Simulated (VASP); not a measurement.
The system is TaAl3.

```
Ta Al
1.0
    -1.92959    1.92959    4.28247
     1.92959   -1.92959    4.28247
     1.92959    1.92959   -4.28247
Ta Al
1 3
Direct
  0.50000 0.50000 0.00000
  0.00000 0.00000 0.00000
  0.75000 0.25000 0.50000
  0.25000 0.75000 0.50000
```

```yaml
Program: VASP 6.6.1
Task: relaxation of cell and atoms
Functional: LDA
Potentials_or_basis: VASP PAW LDA potentials, release 64 (Ta_pv, Al)
Cutoff: 600 eV
k_mesh: 16 × 16 × 16
Occupations: gaussian, width 0.1 eV
Spin: no spin polarisation
```

At the start: pressure -6.0 GPa; volume 15.94 Å³/atom.

Where does the relaxation end?

Over 6 steps the energy falls by 13.7 meV/atom and the volume is 15.24 Å³/atom (-4.4 %); space group I4/mmm (No. 139, to 0.05 Å).

The path:
```tsv
step	energy change (eV)	largest force (eV/Å)	pressure (GPa)	volume (Å³)
1	0.0000	0.0000	-5.97	63.78
2	-0.0043	0.0000	6.65	58.45
3	-0.0547	0.0000	-0.04	60.98
4	-0.0547	0.0000	0.09	60.93
5	-0.0547	0.0000	-0.09	61.00
6	-0.0547	0.0000	-0.01	60.97
```

Final structure:
```
Ta Al
1.0
    -1.89958    1.89958    4.22396
     1.89958   -1.89958    4.22396
     1.89958    1.89958   -4.22396
Ta Al
1 3
Direct
  0.50000 0.50000 0.00000
  0.00000 0.00000 0.00000
  0.75000 0.25000 0.50000
  0.25000 0.75000 0.50000
```
